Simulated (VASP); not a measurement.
Consider the following.

```
CELL_PARAMETERS angstrom
      1.83286    -3.17460     0.00000
      1.83286     3.17460     0.00000
      0.00000     0.00000     5.82218
ATOMIC_POSITIONS crystal
  Zr 0.00000 0.00000 0.00000
  S  0.33333 0.66667 0.24924
  S  0.66667 0.33333 0.75076
```

All values below come from PBE GGA with D3 dispersion (zero damping), VASP's PBE PAW potentials (set 64) (plane waves; VASP). Numerical set-up: 520 eV cut-off, Gaussian smearing of 0.050 eV, potentials Zr_sv S.

### Question
Give the energies of bands 7 to 15 at the high-symmetry points, in eV from the valence-band maximum.

### Answer

| band | Γ | M | K | A | L | H |
|---|---|---|---|---|---|---|
| 7 | -4.55 | -4.47 | -3.56 | -3.38 | -4.60 | -3.62 |
| 8 | -2.89 | -2.65 | -3.46 | -2.84 | -3.36 | -3.62 |
| 9 | -2.89 | -2.59 | -3.46 | -2.84 | -2.74 | -3.13 |
| 10 | -0.19 | -2.56 | -2.18 | -1.91 | -2.38 | -2.14 |
| 11 | -0.19 | -1.98 | -2.18 | -0.35 | -1.04 | -1.89 |
| 12 | 0.00 | -1.35 | -1.50 | -0.35 | -0.83 | -1.89 |
| 13 | 1.48 | 1.00 | 2.12 | 1.44 | 0.82 | 2.24 |
| 14 | 1.48 | 3.19 | 3.10 | 1.44 | 3.18 | 2.77 |
| 15 | 2.24 | 3.48 | 3.10 | 2.59 | 3.48 | 2.77 |

The gap is indirect, 0.82 eV, from the valence maximum at Γ-M at 0.11 to the conduction minimum at L.

Measured: gap 1.70 eV (computed value off by -0.88 eV), as given by Miłosz Rybak et al., Nanomaterials (2022), arXiv:2210.12074.

The compound is ZrS2 in the 1T layered structure. It was relaxed first.
